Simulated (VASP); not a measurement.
Consider the following.

```
GaSb
1.0
    0.00000     3.05444     3.05444
    3.05444     0.00000     3.05444
    3.05444     3.05444     0.00000
Ga Sb
1 1
Cartesian
  0.00000   0.00000   0.00000
  1.52722   1.52722   1.52722
```

Method: MS2 meta-GGA, VASP's PBE PAW potentials (set 64) (plane waves; VASP 6.6.1). Numerical set-up: 520 eV cut-off, 8×8×8 Γ-centred mesh, tetrahedra with Blöchl corrections, potentials Ga_d Sb.

Unless said otherwise, spin-orbit coupling is left out, though it shifts the bands of the heavy elements here.

Task: Give the energies of bands 7 to 12 at the high-symmetry points, in eV from the valence-band maximum.

Result: 
```tsv
band	Γ	X	U	L	W
7	0.00	-6.88	-6.69	-6.42	-6.74
8	0.00	-2.61	-3.67	-1.17	-3.40
9	0.00	-2.61	-2.22	-1.17	-3.18
10	0.37	0.94	1.46	0.56	3.87
11	2.87	1.28	3.97	3.83	4.34
12	2.87	8.95	6.78	3.83	4.59
```

The gap is direct, 0.37 eV, from the valence maximum at Γ to the conduction minimum at Γ.

The compound is GaSb in the zinc blende structure. It was relaxed first.
